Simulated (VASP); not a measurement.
Wanted: the native input for a VASP 6.6.1 run.

| Item | Value |
| --- | --- |
| Task | band structure |
| Functional | PBE |
| Potentials or basis | VASP PAW PBE potentials, release 64 (Zr_sv, Pd, Se) |
| Cutoff | 520 eV |
| k mesh | 6 × 6 × 8 |
| Occupations | gaussian, width 0.1 eV |
| Spin | no spin polarisation |
| Further INCAR settings | ALGO = Normal; EDIFF = 1e-06 |

Crystal: Zr3PdSe4.

```
CELL_PARAMETERS angstrom
7.16394 0.00000 0.00000
-3.58197 6.20415 0.00000
0.00000 0.00000 3.65317
ATOMIC_POSITIONS crystal
Zr 0.01938 0.50969 0.00000
Zr 0.49031 0.98062 0.00000
Zr 0.49031 0.50969 0.00000
Pd 0.00000 0.00000 0.00000
Se 0.16614 0.83386 0.50000
Se 0.16614 0.33228 0.50000
Se 0.66667 0.33333 0.50000
Se 0.66772 0.83386 0.50000
```

The cell was built by a generator and needn't be a form met in nature.

One way to write it, as run:

POSCAR

```
Zr3PdSe4
1.0
    7.1639380000      0.0000000000      0.0000000000
   -3.5819690000      6.2041530000      0.0000000000
    0.0000000000      0.0000000000      3.6531700000
Zr Pd Se
3 1 4
Direct
    0.0193760000      0.5096880000      0.0000000000
    0.4903120000      0.9806240000      0.0000000000
    0.4903120000      0.5096880000      0.0000000000
    0.0000000000      0.0000000000      0.0000000000
    0.1661410000      0.8338590000      0.5000000000
    0.1661410000      0.3322820000      0.5000000000
    0.6666670000      0.3333330000      0.5000000000
    0.6677180000      0.8338590000      0.5000000000
```

INCAR.step1

```
SYSTEM = Zr3PdSe4
PREC = Accurate
ENCUT = 520
EDIFF = 1E-6
ISMEAR = 0
SIGMA = 0.1
LREAL = .FALSE.
LASPH = .TRUE.
NELM = 60
ALGO = Normal
ISIF = 2
LWAVE = .FALSE.
LCHARG = .TRUE.
LMAXMIX = 4
GGA = PE
```

KPOINTS.step1

```
Automatic mesh
0
G
  6 6 8
  0 0 0
```

INCAR.step2

```
SYSTEM = Zr3PdSe4
PREC = Accurate
ENCUT = 520
EDIFF = 1E-6
ISMEAR = 0
SIGMA = 0.05
LREAL = .FALSE.
LASPH = .TRUE.
NELM = 60
ALGO = Normal
ISIF = 2
LWAVE = .FALSE.
LCHARG = .FALSE.
LMAXMIX = 4
GGA = PE
ICHARG = 11
```

KPOINTS.step2

```
path GMKGALHA,LM,KH
20
line-mode
reciprocal
 0.0000000000  0.0000000000  0.0000000000  G
 0.5000000000  0.0000000000  0.0000000000  M

 0.5000000000  0.0000000000  0.0000000000  M
 0.3333333333  0.3333333333  0.0000000000  K

 0.3333333333  0.3333333333  0.0000000000  K
 0.0000000000  0.0000000000  0.0000000000  G

 0.0000000000  0.0000000000  0.0000000000  G
 0.0000000000  0.0000000000  0.5000000000  A

 0.0000000000  0.0000000000  0.5000000000  A
 0.5000000000  0.0000000000  0.5000000000  L

 0.5000000000  0.0000000000  0.5000000000  L
 0.3333333333  0.3333333333  0.5000000000  H

 0.3333333333  0.3333333333  0.5000000000  H
 0.0000000000  0.0000000000  0.5000000000  A

 0.5000000000  0.0000000000  0.5000000000  L
 0.5000000000  0.0000000000  0.0000000000  M

 0.3333333333  0.3333333333  0.0000000000  K
 0.3333333333  0.3333333333  0.5000000000  H
```

Potentials or basis: VASP PAW PBE potentials, release 64 (Zr_sv, Pd, Se).

Command:

```sh
$ cat potpaw_PBE.64/Zr_sv/POTCAR potpaw_PBE.64/Pd/POTCAR potpaw_PBE.64/Se/POTCAR > POTCAR
$ cp INCAR.step1 INCAR
$ cp KPOINTS.step1 KPOINTS
$ mpirun -np 1 vasp_std > vasp.out
$ cp INCAR.step2 INCAR
$ cp KPOINTS.step2 KPOINTS
$ mpirun -np 1 vasp_std > vasp.out
```

It gave:

```yaml
Band_gap_along_the_path: none (metal or under the smearing width)
```

Caveat: the log is that of the step along the path at fixed density, whose energy, stress, charges and moments have no meaning.

Wall time 18 min on 1 thread of Intel(R) Xeon(R) Platinum 8488C (Sapphire Rapids), on a shared host, peak memory 1.1 GiB.
